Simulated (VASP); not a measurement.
Wanted: the native input for a VASP 6.6.1 run.

| Quantity | Value |
| --- | --- |
| Task | Born charges and dielectric tensor |
| Functional | LDA |
| Potentials or basis | VASP PAW LDA potentials, release 64 (Cd, Se) |
| Cutoff | 350 eV |
| k mesh | 9 × 9 × 6 |
| Occupations | gaussian, width 0.02 eV |
| Spin | no spin polarisation |
| Further INCAR settings | ALGO = Fast; EDIFF = 1e-08; IBRION = 8; NSW = 1 |

The structure of CdSe lies in POSCAR:

```
CdSe
1.0
    4.2589500000      0.0000000000      0.0000000000
   -2.1294800000      3.6883600000      0.0000000000
    0.0000000000      0.0000000000      6.9561800000
Cd Se
2 2
Direct
    0.6666700000      0.3333300000      0.5001800000
    0.3333300000      0.6666700000      0.0001800000
    0.6666700000      0.3333300000      0.8756800000
    0.3333300000      0.6666700000      0.3756800000
```

The cell is a database's computed one.

The input as run:

INCAR

```
SYSTEM = CdSe
PREC = Accurate
ENCUT = 350
EDIFF = 1E-8
ISMEAR = 0
SIGMA = 0.02
LREAL = .FALSE.
LASPH = .TRUE.
NELM = 60
ALGO = Fast
ISIF = 2
LWAVE = .FALSE.
LCHARG = .FALSE.
GGA = CA
LEPSILON = .TRUE.
IBRION = 8
NSW = 1
```

KPOINTS

```
Automatic mesh
0
G
  9 9 6
  0 0 0
```

Potentials or basis: VASP PAW LDA potentials, release 64 (Cd, Se).

Launch:

```bash
$ cat potpaw_LDA.64/Cd/POTCAR potpaw_LDA.64/Se/POTCAR > POTCAR
$ mpirun -np 1 vasp_std > vasp.out
```

It gave:

```
Band gap on the k mesh                                  : 0.48 eV, direct
Electronic dielectric tensor (diagonal)                 : 12.03, 12.03, 10.98
Born charges (mean of the diagonal)                     : Cd +2.22; Se -2.22 e
Highest phonon frequency at Γ, LO-TO splitting left out : 192 cm⁻¹
```

Caveat: the gap is small at this level, which inflates the dielectric constant.

It took 37 min on 1 thread of Intel(R) Xeon(R) Platinum 8488C (Sapphire Rapids), with other jobs on the host, peak memory 0.81 GiB.
